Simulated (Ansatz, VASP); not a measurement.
Two plane-wave programs on Sc3Te

```
Sc Te
1.0
     0.00000    3.56950    3.56950
     3.56950    0.00000    3.56950
     3.56950    3.56950    0.00000
Sc Te
3 1
Cartesian
  1.7848 1.7848 1.7848
  5.3543 5.3543 5.3543
  3.5695 3.5695 3.5695
  0.0000 0.0000 0.0000
```

The cell was built by a generator and needn't be a form met in nature.

Alike in both runs: task single point; functional PBE; k mesh 5 × 5 × 5; occupations fermi-dirac, width 0.05 eV; no spin polarisation; Hubbard terms Sc d U = 4 eV.

|  | VASP | Ansatz |
| --- | --- | --- |
| version | VASP 6.6.1 | Ansatz 0.2.0 |
| potentials or method | VASP PAW PBE potentials, release 64 (Sc_sv, Te) | Ansatz PAW |
| plane-wave cutoff (eV) | 520 | 420 |
| valence electrons in the cell | 39 | 49 |

|  | VASP | Ansatz | Ansatz less VASP |
| --- | --- | --- | --- |
| gap on the k mesh at the Fermi level (eV) | none | none | - |
| pressure (GPa) | 8.0 | 7.5 | -0.56 |

The programs project onto different local orbitals, so the same U acts differently. A gap of «none» marks a metal or a gap that the smearing closes. The two sets of potentials don't hold the same shells in valence.

Caveats: U without spin polarisation on a metal has little footing; the U is typed as a test and isn't derived for this compound. Spin-orbit coupling is left out, which matters for the levels of Te.
